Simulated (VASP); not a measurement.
An input for Ansatz (written as the equivalent of a VASP run, and not itself run):

Ansatz 0.2 input:
```yaml
crystal:
  lattice:
    - [3.3801780, 0.0000000, 0.0000000]
    - [0.0000000, 3.3801780, 0.0000000]
    - [0.0000000, 0.0000000, 3.3801780]
  atoms:
    - { symbol: Cu, position: [0.0000000, 0.0000000, 0.0000000] }
    - { symbol: I, position: [0.5000000, 0.5000000, 0.5000000] }
kpoints:
  mp_grid: { grid: [7, 7, 7] }
hamiltonian:
  xc: r2scan
  pseudopotentials: { kind: paw }
scf:
  occupations: { method: gaussian, width: 0.05 }
  max_iter: 100
relax:
  max_steps: 60
  f_tol: 0.01
  cell: {}
output: { forces: true, stress: true, eigenvalues: true }
```

Task: Write the VASP files for the same calculation (r2SCAN).

Result: This is not unique; one that fits is 
**KPOINTS**
```
Automatic
0
gamma
7 7 7
0 0 0
```

### INCAR
```
ALGO=Normal
EDIFF=1E-6
EDIFFG=-0.01
ENCUT=400
IBRION=2
ISIF=3
ISMEAR=0
LASPH=.TRUE.
LCHARG=.FALSE.
LMAXMIX=4
LMIXTAU=.TRUE.
LREAL=.FALSE.
LWAVE=.FALSE.
METAGGA=R2SCAN
NELM=100
NSW=60
PREC=Accurate
SIGMA=0.05
SYSTEM=CuI
```

### POSCAR
```
CuI
1
    3.3801780000     0.0000000000     0.0000000000
    0.0000000000     3.3801780000     0.0000000000
    0.0000000000     0.0000000000     3.3801780000
Cu I
1 1
Direct
  0.0000000000   0.0000000000   0.0000000000
  0.5000000000   0.5000000000   0.5000000000
```

POTCAR, in this order: Cu I (PBE.64 set). Program: vasp_std.

Limits of the translation: each code has its own PAW files, so the cut-off isn't converted (ENCUT is set for VASP's; basis.ecutwfc is left out, and Ansatz then takes the one that its files recommend); Ansatz stops its SCF on the density residual and VASP on the energy change (EDIFF).

The structure was generated: CuI was put into the CsCl type (Pm-3m), which need not be its known phase. This run relaxes it. Symmetry was kept, so distortions that lower it aren't found.
